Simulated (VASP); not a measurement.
Take SiC (wurtzite), without spin-orbit terms, in VASP with PAW potentials, and its band gap.

**Question.** One run gives 2.66 eV. Which level is it?
A. r2SCAN (own cell)
B. PBEsol (own cell)
C. PBE (own cell)
D. LDA (own cell)

**Answer.** A, r2SCAN (own cell).  The others give 2.12 (LDA (own cell)), 2.30 (PBE (own cell)), 2.11 (PBEsol (own cell)).

Only levels that ran to the end are used. Left out are those held back, those with too coarse a band path, GW runs whose mesh misses a band edge, hybrids' fits of cells that aren't cubic and levels without matching references; a question may draw on a part of the rest.

The compound is SiC in the wurtzite structure, the rare 2H polytype.
